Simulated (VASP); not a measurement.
Consider the following.

```
CELL_PARAMETERS angstrom
      4.70000     0.00000     0.00000
      0.00000     4.70000     0.00000
      0.00000     0.00000     3.13000
ATOMIC_POSITIONS crystal
  Zn 0.00000 0.00000 0.00000
  Zn 0.50000 0.50000 0.50000
  F  0.30300 0.30300 0.00000
  F  0.80300 0.19700 0.50000
  F  0.19700 0.80300 0.50000
  F  0.69700 0.69700 0.00000
```

The numbers are results of PBE GGA, VASP's PBE PAW potentials (set 64) (plane waves; VASP 6.6.1), not measurements. Numerical set-up: 400 eV cut-off, 5×5×7 Γ-centred mesh, Fermi-Dirac smearing of 0.010 eV, potentials Zn F.

At this cut-off the stress carries a Pulay error, which pulls relaxed volumes low.

Problem. Give the stress tensor in GPa (positive for a compressed cell).

Solution. 
```
-3.99   0.00   0.00
 0.00  -3.99   0.00
 0.00   0.00  -2.82
```
The pressure is its mean diagonal, -3.60 GPa.

The structure is a typed ZnF2 crystal (P4_2/mnm). The cell was not relaxed at this level.
